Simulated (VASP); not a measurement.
# SrCuS2 (P4/nmm) in VASP: single point with LDA

Aim: the single point of SrCuS2 with LDA.

All numbers are computed with VASP 6.6.1; they aren't measurements. Logs are shortened: lines on timing, memory, paths and dates and some standing lists are left out, and cuts for length are marked.

## (1) Starting point

It takes space group P4/nmm (No. 129, tetragonal). Conventional cell: a = 4.230 Å, b = 4.230 Å, c = 8.758 Å, α = 90.00°, β = 90.00°, γ = 90.00°. Around Sr (site symmetry 4mm) lie 5 S at 2.88 to 3.02 Å. Cu (site symmetry 4mm) is surrounded by 5 S at 2.25 to 2.30 Å. Around S (site symmetry 4mm) lie 1 Cu at 2.25 Å. Around S (site symmetry -4m2) lie 4 Cu at 2.30 Å.

The cell was built by a generator and needn't be a form met in nature.

## (2) Single point, LDA, collinear spin, zero start

The input, INCAR:

```
PREC = Accurate
ENCUT = 520
EDIFF = 1E-6
ISMEAR = -1
SIGMA = 0.1
LREAL = F
LASPH = T
NELM = 150
ALGO = Normal
ISIF = 2
LWAVE = F
LCHARG = F
ISPIN = 2
MAGMOM = 0 0 0 0 0 0 0 0
LORBIT = 11
LMAXMIX = 4
NBANDS = 47
```

The input, KPOINTS:

```
regular mesh
0
Gamma
  4 4 2
```

The input, POSCAR:

```
SrCuS2
1.0
    4.2301933003      0.0000000000      0.0000000000
    0.0000000000      4.2301933003      0.0000000000
    0.0000000000      0.0000000000      8.7580148882
Sr Cu S
2 2 4
Direct
    0.2500000000      0.2500000000      0.6883109863
    0.7500000000      0.7500000000      0.3116890137
    0.2500000000      0.2500000000      0.1022998893
    0.7500000000      0.7500000000      0.8977001107
    0.2500000000      0.2500000000      0.3589959054
    0.7500000000      0.7500000000      0.6410040946
    0.7500000000      0.2500000000      0.0000000000
    0.2500000000      0.7500000000      0.0000000000
```

Potentials or basis: VASP PAW LDA potentials, release 64 (Sr_sv, Cu, S).

Started as:

```bash
$ cat potpaw_LDA.64/Sr_sv/POTCAR potpaw_LDA.64/Cu/POTCAR potpaw_LDA.64/S/POTCAR > POTCAR
$ mpirun -np 1 vasp_std > vasp.out
```

OUTCAR:

```text
PREC = Accurate
   ENCUT = 520
   EDIFF = 1E-6
   ISMEAR = -1
   LREAL = F
   LASPH = T
   NELM = 150
   ISIF = 2
   ISPIN = 2
   LORBIT = 11

 ion  position               nearest neighbor table
   1  0.250  0.250  0.688-   5 2.88   6 3.02   6 3.02   6 3.02   6 3.02   8 3.45   8 3.45   7 3.45
                             7 3.45   4 3.51   4 3.51   4 3.51   4 3.51   3 3.63   2 4.45   2 4.45
   2  0.750  0.750  0.312-   6 2.88   5 3.02   5 3.02   5 3.02   5 3.02   7 3.45   8 3.45   8 3.45
                             7 3.45   3 3.51   3 3.51   3 3.51   3 3.51   4 3.63   1 4.45   1 4.45
   3  0.250  0.250  0.102-   5 2.25   7 2.30   8 2.30   8 2.30   7 2.30   2 3.51   2 3.51   2 3.51
                             2 3.51   1 3.63
   4  0.750  0.750  0.898-   6 2.25   7 2.30   8 2.30   7 2.30   8 2.30   1 3.51   1 3.51   1 3.51
                             1 3.51   2 3.63
   5  0.250  0.250  0.359-   3 2.25   1 2.88   2 3.02   2 3.02   2 3.02   2 3.02
   6  0.750  0.750  0.641-   4 2.25   2 2.88   1 3.02   1 3.02   1 3.02   1 3.02
   7  0.750  0.250  0.000-   3 2.30   4 2.30   4 2.30   3 2.30   2 3.45   1 3.45   1 3.45   2 3.45

   8  0.250  0.750  0.000-   3 2.30   4 2.30   3 2.30   4 2.30   1 3.45   1 3.45   2 3.45   2 3.45

  LATTYP: Found a simple tetragonal cell.
 ALAT       =     4.2301933003
 C/A-ratio  =     2.0703580821

  Lattice vectors:

 A1 = (   4.2301933003,   0.0000000000,   0.0000000000)
 A2 = (   0.0000000000,   4.2301933003,   0.0000000000)
 A3 = (   0.0000000000,   0.0000000000,   8.7580148882)

Analysis of symmetry for initial positions (statically):
=====================================================================
 Subroutine PRICEL returns:
 Original cell was already a primitive cell.

 Routine SETGRP: Setting up the symmetry group for a
 simple tetragonal supercell.

 Subroutine GETGRP returns: Found 16 space group operations
 (whereof  4 operations were pure point group operations)
 out of a pool of 16 trial point group operations.

The static configuration has the point symmetry C_2h.
 The point group associated with its full space group is D_4h.

Analysis of symmetry for dynamics (positions and initial velocities):
=====================================================================
 Subroutine PRICEL returns:
 Original cell was already a primitive cell.

 Routine SETGRP: Setting up the symmetry group for a
 simple tetragonal supercell.

 Subroutine GETGRP returns: Found 16 space group operations
 (whereof  4 operations were pure point group operations)
 out of a pool of 16 trial point group operations.

The dynamic configuration has the point symmetry C_2h.
 The point group associated with its full space group is D_4h.

Analysis of structural, dynamic, and magnetic symmetry:
=====================================================================
 Subroutine PRICEL returns:
 Original cell was already a primitive cell.

 Routine SETGRP: Setting up the symmetry group for a
 simple tetragonal supercell.

 Subroutine GETGRP returns: Found 16 space group operations
 (whereof  4 operations were pure point group operations)
 out of a pool of 16 trial point group operations.

The overall configuration has the point symmetry C_2h.
 The point group associated with its full space group is D_4h.

 Subroutine INISYM returns: Found 16 space group operations
 (whereof  4 operations are pure point group operations),
 and found     1 'primitive' translations

----------------------------------------------------------------------------------------

                                     Primitive cell

  volume of cell :     156.7206

  direct lattice vectors                    reciprocal lattice vectors
     4.230193300  0.000000000  0.000000000     0.236395817  0.000000000  0.000000000
     0.000000000  4.230193300  0.000000000     0.000000000  0.236395817  0.000000000
     0.000000000  0.000000000  8.758014888     0.000000000  0.000000000  0.114181126

  length of vectors
     4.230193300  4.230193300  8.758014888     0.236395817  0.236395817  0.114181126

  position of ions in fractional coordinates (direct lattice)
     0.250000000  0.250000000  0.688310986
     0.750000000  0.750000000  0.311689014
     0.250000000  0.250000000  0.102299889
     0.750000000  0.750000000  0.897700111
     0.250000000  0.250000000  0.358995905
     0.750000000  0.750000000  0.641004095
     0.750000000  0.250000000  0.000000000
[... 61 lines left out ...]
 SYSTEM =  unknown system
   PREC   = accura    normal or accurate (medium, high low for compatibility)
   ISTART =      0    job   : 0-new  1-cont  2-samecut
   ICHARG =      2    charge: 1-file 2-atom 10-const
   ISPIN  =      2    spin polarized calculation?
   LNONCOLLINEAR =      F non collinear calculations
   LSORBIT =      F    spin-orbit coupling
   LASPH  =      T    aspherical Exc in radial PAW
   ENCUT  =  520.0 eV  38.22 Ry    6.18 a.u.   7.87  7.87 16.28*2*pi/ulx,y,z
   NELM   =    150;   NELMIN=  2; NELMDL= -5     # of ELM steps
   EDIFF  = 0.1E-05   stopping-criterion for ELM
   LREAL  =      F    real-space projection
   EDIFFG = 0.1E-04   stopping-criterion for IOM
   NSW    =      0    number of steps for IOM
   IBRION =     -1    ionic relax: 0-MD 1-quasi-New 2-CG
   NFREE  =      0    steps in history (QN), initial steepest desc. (CG)
   ISIF   =      2    stress and relaxation
   ISYM   =      2    0-nonsym 1-usesym 2-fastsym
   POTIM  = 0.5000    time-step for ionic-motion
   TEBEG  =    0.0;   TEEND  =   0.0 temperature during run
   PSTRESS=    0.0 pullay stress
   NELECT =      66.0000    total number of electrons
   NUPDOWN=      -1.0000    fix difference up-down
   EMIN   =  10.00;   EMAX   =-10.00  energy-range for DOS
   EFERMI =   0.00;   METHOD = LEGACY
   ISMEAR =    -1;   SIGMA  =   0.10  broadening in eV -4-tet -1-fermi 0-gaus
   EFERMI_NEDOS =   21; number of points for ismear=-14 and -15
   IALGO  =     38    algorithm
   IMIX   =      4    mixing-type and parameters
     AMIX     =   0.40;   BMIX     =  1.00
     AMIX_MAG =   1.60;   BMIX_MAG =  1.00
  volume/ion in A,a.u.               =      19.59       132.20
  Fermi-wavevector in a.u.,A,eV,Ry     =   1.227102  2.318887 20.487382  1.505780
  Thomas-Fermi vector in A             =   2.362078
   LORBIT       =     11    0 simple, 1 ext, 2 COOP (PROOUT), +10 PAW based schemes
   GGA     = CA    functional components
   LHFCALC =     F    Hartree Fock is set to
   AEXX    =    0.0000 exact exchange contribution
   IVDW    =     0    specifies the selected vdW correction
   LEPSILON=     F    determine dielectric tensor
   LRPA    =     F    only Hartree local field effects (RPA)
 spin polarized calculation
  energy-cutoff  :      520.00
  volume of cell :      156.72
 maximum number of plane-waves:      4245
 NGX is ok and might be reduce to    32
   NGX = 15   NGY = 15   NGZ = 33

 number of electron      66.0000047 magnetization      -0.0000002

 number of electron      66.0000047 magnetization       0.0000008

 Free energy of the ion-electron system (eV)
  ---------------------------------------------------
  ext. energy  EPLUGINS =         0.00000000
  ---------------------------------------------------
  free energy    TOTEN  =       -41.58746722 eV

  energy without entropy =      -41.52876361  energy(sigma->0) =      -41.55811542

 E-fermi :   4.6232     XC(G=0): -10.4510

 val. band max:        4.5351271708   @ k =   0.0000   0.0000   0.5000
 cond. band min:       4.7589319478   @ k =   0.0000   0.0000   0.0000
 fundamental gap:      0.2238047770
 Fermi energy:         4.6231738769

 spin component 1

 k-point     1 :       0.0000    0.0000    0.0000
  band No.  band energies     occupation
      1     -29.6369      1.00000
      2     -29.6292      1.00000
      3     -12.0354      1.00000
      4     -11.8275      1.00000
      5     -11.7405      1.00000
      6     -11.7405      1.00000
[... 565 lines left out ...]
     44      11.0177      0.00000
     45      11.7454      0.00000
 Fermi energy:         4.6231738769

 spin component 2

 k-point     1 :       0.0000    0.0000    0.0000
  band No.  band energies     occupation
      1     -29.6369      1.00000
      2     -29.6292      1.00000
      3     -12.0354      1.00000
      4     -11.8275      1.00000
      5     -11.7405      1.00000
      6     -11.7405      1.00000
[... 565 lines left out ...]
     44      11.0177      0.00000
     45      11.7454      0.00000
 [bands above 45 left out]

------------------------ aborting loop because EDIFF is reached ----------------------------------------

  FORCE on cell =-STRESS in cart. coord.  units (eV):
  Direction    XX          YY          ZZ          XY          YZ          ZX
  --------------------------------------------------------------------------------------
  -------------------------------------------------------------------------------------
  Total        0.2450193      0.2450193      0.2481580      0.0000000      0.0000000      0.0000000
  in kB        2.5048672      2.5048672      2.5369545      0.0000000      0.0000000      0.0000000
  external PRESSURE =       2.5155629 kB  Pullay stress =       0.0000000 kB

 VOLUME and BASIS-vectors are now :
 -----------------------------------------------------------------------------
  energy-cutoff  :      520.00
  volume of cell :      156.72
      direct lattice vectors                 reciprocal lattice vectors
     4.230193300  0.000000000  0.000000000     0.236395817  0.000000000  0.000000000
     0.000000000  4.230193300  0.000000000     0.000000000  0.236395817  0.000000000
     0.000000000  0.000000000  8.758014888     0.000000000  0.000000000  0.114181126

 POSITION                                       TOTAL-FORCE (eV/Angst)
 -----------------------------------------------------------------------------------
      1.05755      1.05755      6.02824        -0.000000      0.000000      0.012939
      3.17264      3.17264      2.72978        -0.000000     -0.000000     -0.012939
      1.05755      1.05755      0.89594         0.000000      0.000000      0.026505
      3.17264      3.17264      7.86207         0.000000     -0.000000     -0.026505
      1.05755      1.05755      3.14409         0.000000      0.000000     -0.000864
      3.17264      3.17264      5.61392        -0.000000     -0.000000      0.000864
      3.17264      1.05755      0.00000        -0.000000     -0.000000     -0.000000
      1.05755      3.17264      0.00000        -0.000000      0.000000     -0.000000
 -----------------------------------------------------------------------------------
    total drift:                                0.000000     -0.000000     -0.000000

  FREE ENERGIE OF THE ION-ELECTRON SYSTEM (eV)
  ---------------------------------------------------
  free  energy   TOTEN  =       -41.5874672218 eV

  energy  without entropy=      -41.5287636096  energy(sigma->0) =      -41.55811542

 total charge

# of ion       s       p       d       tot
------------------------------------------
    1        2.005   5.765   0.218   7.988
    2        2.005   5.765   0.218   7.988
    3        0.431   0.487   9.195  10.114
    4        0.431   0.487   9.195  10.114
    5        1.316   2.444   0.000   3.760
    6        1.316   2.444   0.000   3.760
    7        1.361   2.319   0.000   3.679
    8        1.361   2.319   0.000   3.679
--------------------------------------------------
tot         10.225  22.030  18.826  51.082

 magnetization (x)

# of ion       s       p       d       tot
------------------------------------------
    1       -0.000  -0.000  -0.000  -0.000
    2       -0.000  -0.000  -0.000  -0.000
    3        0.000  -0.000  -0.000   0.000
    4        0.000  -0.000  -0.000   0.000
    5       -0.000   0.000   0.000   0.000
    6       -0.000   0.000   0.000   0.000
    7        0.000  -0.000   0.000   0.000
    8        0.000  -0.000   0.000   0.000
--------------------------------------------------
tot         -0.000  -0.000  -0.000  -0.000
```

Run time: 3.6 min. Hardware: 1 thread of AMD EPYC 7R13 (Zen 3), shared host; peak memory 0.27 GiB.

What came out:

* Free energy: -41.5875 eV
* Pressure: 0.3 GPa
* Largest force: 0.027 eV/Å
* Band gap on the k mesh: none (metal or under the smearing width)
* Net moment: 0.00 μB per cell
* Valence electrons inside the program's atomic spheres: Sr 7.99; Cu 10.11; S 3.76, 3.68

Forces in eV/Å, atoms in the order of the input:
```
Sr   0.000  0.000  0.013
Sr   0.000  0.000 -0.013
Cu   0.000  0.000  0.027
Cu   0.000  0.000 -0.027
S    0.000  0.000 -0.001
S    0.000  0.000  0.001
S    0.000  0.000  0.000
S    0.000  0.000  0.000
```

Caveat: the k mesh is coarse (spacing up to 0.37 Å⁻¹), so the values aren't converged. With open d or f shells a metallic result of LDA can be an artefact of self-interaction; +U or a hybrid may open a gap.
